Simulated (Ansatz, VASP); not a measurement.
**InAs: VASP beside Ansatz**

Aim: how closely do two programs agree when they are given the same cell, functional and k mesh? The cell is taken from a series of runs on this material, whose earlier steps may have relaxed, scaled, displaced or heated it; both programs get it as it stands.

Calculated with Ansatz 0.2.0; plane waves, with VASP 6.6.1 beside it; PBEsol.

**1. Starting point**

The structure is orthorhombic, space group Imm2 (No. 44). Conventional cell: a = 4.261 Å, b = 4.305 Å, c = 6.121 Å, α = 90.00°, β = 90.00°, γ = 90.00°. Nearest to As lie 4 In at 2.63 Å. In has 4 As at 2.63 Å nearest. Farther neighbours are not listed.

**2. Ansatz: zone-centre phonons, PBEsol**

Ansatz runs on its PAW soft_1 files.

Second derivatives magnify differences that forces hide, and they need a tight electronic threshold.

Input file input.yaml:

```yaml
crystal:
  lattice:
    - [-0.015654501, 3.0287588156, 3.0604608639]
    - [3.0287588156, -0.015654501, 3.0604608639]
    - [3.0131043146, 3.0131043146, 0.0]
  atoms:
    - { symbol: As, position: [0.7491103159, 0.7491103159, 0.7508896841] }
    - { symbol: In, position: [0.0008896841, 0.0008896841, -0.0008896841] }
kpoints:
  mp_grid: { grid: [12, 12, 12] }
hamiltonian:
  xc: pbesol
  pseudopotentials: { kind: paw, azcp: { folder: soft_1 }, xc_functional: pbe }
scf:
  occupations: { method: methfessel_paxton, width: 0.2 }
output:
  eigenvalues: true
phonons:
  method: dfpt
```

Run with:

```console
$ ansatz run input.yaml --threads 4 --pin off --max-ram 10240MiB --backend cpu --events-out ev --progress --plain --runs-dir out
```

Numbers of over 12 decimals in the logs are rounded to 6 here.

Log:

```text
zone centre: on kpoints.mp_grid the ground state, and the responses unless they are solved on pairs of k-points, stand on 476 of the mesh's 1728 k-points, reduced under 2 symmetry operations, with k and −k counted as one. Each operation leaves every solved displacement unchanged or reverses it
Engine: ansatz 0.2.0, aarch64-unknown-linux-gnu
Pseudopotentials: kind: paw
Pseudopotential: As, paw, valence charge 15, recommended cutoff 420 eV (normal), soft_1/As.paw.azcp
Pseudopotential: In, paw, valence charge 13, recommended cutoff 420 eV (normal), soft_1/In.paw.azcp
Functional definition: PBEsol
  exchange = pbesol_x
  correlation = pbesol_c
Crystal: 2 atoms, lattice volume = 56.148 Å³
Basis set: ecut = 420 eV, 1083 PW (Γ), exchange–correlation on 60×60×60 points (8 copies of the dense FFT grid, shifted against one another)
Bands: 18, of which v1, the nominal top of the filled ones, is band 14 counted from 1 (13 counted from 0)
Symmetry: 4 space group operations
k-points: 476 of 1728 (irreducible under 2 space group operations, time reversal used)
Non-local potential: As, projectors of the file, l = 0: 2, l = 1: 2, l = 2: 3, l = 3: 1
Non-local potential: In, projectors of the file, l = 0: 2, l = 1: 2, l = 2: 2, l = 3: 1
PAW form: soft (Blöchl's): semilocal exchange-correlation on the pseudo side does not see the compensation charge
PAW frozen core: As, regenerated for the run's functional, and the local potential with it (the file was generated under x = pbe(κ = 0.804, μ = 0.219515), c = pbe(β = 0.066725))
PAW frozen core: In, regenerated for the run's functional, and the local potential with it (the file was generated under x = pbe(κ = 0.804, μ = 0.219515), c = pbe(β = 0.066725))
PAW one-centre angular grid: As, 590 points (default); XC on 64 Gauss nodes
PAW one-centre angular grid: In, 590 points (default); XC on 64 Gauss nodes
Initial density: superposition of atomic densities (chi_scale 0.1, normalization cell, long waves kept (reshape's long-wave potential 0.00 eV rms))
Initial wavefunctions: pseudopotential atomic-orbital guess
Functional: x = pbesol(κ = 0.804, μ = 0.123457), c = pbesol(β = 0.046)
SCF iter   1: F=—  HF=-10338.985378 eV  |F-HF|=—  |Δ(HF+E_count)|=         —  Δρ=2.84e-2  dr2=3.61e-1  ethr=3.10e-3  ⟨swp⟩=5.2  Hψ=43473  notcnv=0
preconditioner: auto → none  [insulator: Δε(μ)=0.737 eV  Ē_g=14.613 eV  σ=0.200 eV  W_gap=0.50  n_scr=14 (ndim 8)  ℏωp=21.0 eV  f_vac=0.010  D(μ)=0.05/eV (n_scr^D=0)  ε∞_Penn≈3.1]
SCF iter   2: F=—  HF=-10338.908030 eV  |F-HF|=—  |Δ(HF+E_count)|=   7.73e-2  S|Δr|=    0.00e0  Δρ=1.28e-2  dr2=6.57e-2  ethr=1.29e-3  ⟨swp⟩=2.0  Hψ=14183  notcnv=0
SCF iter   3: F=—  HF=-10338.896755 eV  |F-HF|=—  |Δ(HF+E_count)|=   1.13e-2  S|Δr|=    0.00e0  Δρ=1.85e-3  dr2=4.40e-3  ethr=2.35e-4  ⟨swp⟩=2.0  Hψ=12397  notcnv=0
SCF iter   4: F=—  HF=-10338.895101 eV  |F-HF|=—  |Δ(HF+E_count)|=   1.65e-3  S|Δr|=    0.00e0  Δρ=5.96e-4  dr2=1.18e-4  ethr=1.57e-5  ⟨swp⟩=2.0  Hψ=15233  notcnv=0
SCF iter   5: F=—  HF=-10338.895106 eV  |F-HF|=—  |Δ(HF+E_count)|=   4.84e-6  S|Δr|=    0.00e0  Δρ=1.93e-4  dr2=7.78e-6  ethr=4.21e-7  ⟨swp⟩=2.0  Hψ=15230  notcnv=0
SCF iter   6: F=—  HF=-10338.895114 eV  |F-HF|=—  |Δ(HF+E_count)|=   7.81e-6  S|Δr|=    0.00e0  Δρ=1.91e-5  dr2=1.23e-7  ethr=2.78e-8  ⟨swp⟩=2.0  Hψ=10378  notcnv=0
SCF iter   7: F=—  HF=-10338.895114 eV  |F-HF|=—  |Δ(HF+E_count)|=   8.27e-8  S|Δr|=    0.00e0  Δρ=5.63e-6  dr2=1.89e-8  ethr=4.38e-10  ⟨swp⟩=2.0  Hψ=15233  notcnv=0
SCF iter   8: F=—  HF=-10338.895114 eV  |F-HF|=—  |Δ(HF+E_count)|=   9.64e-9  S|Δr|=    0.00e0  Δρ=9.66e-7  dr2=2.99e-10  ethr=6.77e-11  ⟨swp⟩=2.0  Hψ=15231  notcnv=0
SCF iter   9: F=—  HF=-10338.895114 eV  |F-HF|=—  |Δ(HF+E_count)|=  2.11e-10  S|Δr|=    0.00e0  Δρ=1.93e-7  dr2=1.84e-11  ethr=1.07e-12  ⟨swp⟩=2.0  Hψ=15233  notcnv=0
SCF iter  10: F=-10338.895114 eV  HF=-10338.895114 eV  |F-HF|=1.82e-12  |Δ(HF+E_count)|=  1.64e-11  S|Δr|=    0.00e0  Δρ=5.82e-8  dr2=2.11e-12  ethr=1.00e-12  ⟨swp⟩=5.8  Hψ=35347  notcnv=0
SCF 1 converged in 10 iterations: F = -10338.895114 eV  dr2 = 2.11e-12
  greatest PAW one-centre occupation: 0.999 electrons in one spin orbital (limit 2), on the As atom at site 0 (counted from 0), in its partial waves of l = 2
DFPT response loops at Γ: preconditioner auto → Kerker (q_TF=auto, 2.430 Å⁻¹) (partly filled bands, converged f_vac=0.091); β = 1.00, the filter's whole step (`scf.mixing.beta` (0.50) is not read by the response loops under this deck's `scf.mixing.preconditioner`; to damp them name `kerker` or `kerker_dos`, under which they read `scf.mixing.beta`, and type it under 1.00, their step now; both keys bind the ground state too); Broyden in place of MSR1
SCF converged after 10 iterations
Stability not checked: this state was not tested for a lower state beside it, because cold or Methfessel-Paxton smearing, or corrected tetrahedra, fill the levels in a way that the test cannot read (fill_not_monotonic; see scf.lower_state_search)
Free energy (F): -10338.895114 eV
Harris-Foulkes:  -10338.895114 eV  (|F-HF|=1.82e-12)
Internal energy: -10338.895566 eV  (E = F + TS)
E sigma→0 (E₀):  -10338.895227 eV
Entropy (-TS):   0.000452 eV (0.226 meV/atom)
Fermi energy:    7.382460 eV
Step filling:    the computed levels leave a gap of 0.0708 eV = 0.4 smearing widths at the electron count; against every level under it full and every level over it empty, smearing changes F+E_penalty+E_count by +0.203 meV and its σ→0 estimate by +0.090 meV
--- Per-component energies (eV) ---
  E_band       = -325.486938
  E_kinetic    = 316.734770
  E_local      = -3499.938409  (includes V_loc(G=0)·N_el)
  E_nonlocal   = -63.447887
  E_hartree    = 1737.723287
  E_xc         = -211.442558
  E_vxc        = -163.093101  (∫ρ·V_xc dr)
  E_paw        = -6109.547783  (= ΣΔE_a)
  E_vpaw       = -391.188969  (= ΣTr[D̂ρ^β])
  E_aug_tail   = 0.000146  (compensation charges beyond the density's cutoff)
  E_ewald      = -2510.179464
  E_core_change = 1.202334  (= ΣΔE_core)
  E_smearing   = 0.000452  (= −TS)
  E_closure    = -0.000000  (closes the sum)
  Σ components = -10338.895114   (vs F -10338.895114, Δ=0.00e0)
--- Band table (eV; the first three rows and the last of 476) ---
  k-point 0: bands = [... 10 lower, -4.4598, 6.9620, 7.2981, 7.3136, 7.3844, 11.1367, 11.2091, 11.2381]
  k-point 1: bands = [... 10 lower, -4.3880, 6.0127, 7.2246, 7.2339, 8.0552, 11.2320, 11.2737, 11.3548]
  k-point 2: bands = [... 10 lower, -4.1807, 4.8147, 7.0085, 7.0089, 8.4529, 11.5383, 11.5907, 11.6783]
  k-point 475: bands = [... 10 lower, -2.5203, 1.4878, 5.0309, 5.1365, 8.8271, 9.3911, 16.2436, 16.4303]
--- Phonons (Γ-DFPT): 4 representative perturbations + reference, on 476 of 1728 k-points (Σ response iterations 12) ---
  k mesh reduced under 2 symmetry operations, with k and −k counted as one. Each operation leaves every solved displacement unchanged or reverses it
  ASR residual: 5.198e-5 → 0.000e0 eV/Å²; symmetrization residual: 1.959e-5 eV/Å²
  ASR residual per site (eV/Å²): 2.53e-5 5.20e-5
  Γ frequencies (cm⁻¹): 0.00 0.00 0.00 208.68 209.43 209.78
  non-analytic LO–TO correction: not included (Born effective charges unavailable; polar crystals: no LO–TO splitting at Γ)
```

Reading the cycles: dr2 is the Hartree energy of the density residual (eV), the measure of convergence; HF is the Harris–Foulkes estimate of the energy, which meets the free energy F at convergence.

(Continued in part 2 of 2.)

[Lines on the potential files, build, host, timing and source positions are cut from VASP's logs without a mark.]

[Logs are printed without paths, hosts, clocks, repeated set-up lines and the standing remarks that a program may print on its own settings, such as how far it seeks lower states.]

[Hosts, paths, dates, database ids (printed as entryN), source tags and the programs' standing remarks are cut or masked in the printed files.]
